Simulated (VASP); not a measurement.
A cell of GaSb (zinc blende) near equilibrium:

```yaml
crystal:
  lattice:
    - [0.00000, 3.06359, 3.06359]
    - [3.06359, 0.00000, 3.06359]
    - [3.06359, 3.06359, 0.00000]
  atoms:
    - { symbol: Ga, position: [0.00000, 0.00000, 0.00000] }
    - { symbol: Sb, position: [0.25000, 0.25000, 0.25000] }
```

The numbers are results of r2SCAN meta-GGA, VASP's PBE PAW potentials (set 64) (plane waves; VASP 6.6.1), not measurements.

Unless said otherwise, spin-orbit coupling is left out, though it shifts the bands of the heavy elements here.

```tsv
run	ΔE (meV/atom)	σxx	σyy	σzz	largest shear component, with its sign (GPa)	gap (eV)
as it is	0.0	0.21	0.21	0.21	0.00	0.42
after one change	8.4	1.49	1.49	2.93	0.00	0.52
```
Stress is in GPa, positive when the cell is compressed; gaps are those on the k-mesh, and 0.00 means metallic.

Q: Name the change that produced these shifts.
A) shear strain γ_yz = +0.5 %
B) uniaxial strain of -3.0 % along z
C) isotropic strain of -1.0 %
D) isotropic strain of +1.0 %

A: B, uniaxial strain of -3.0 % along z

The compound is GaSb in the zinc blende structure.
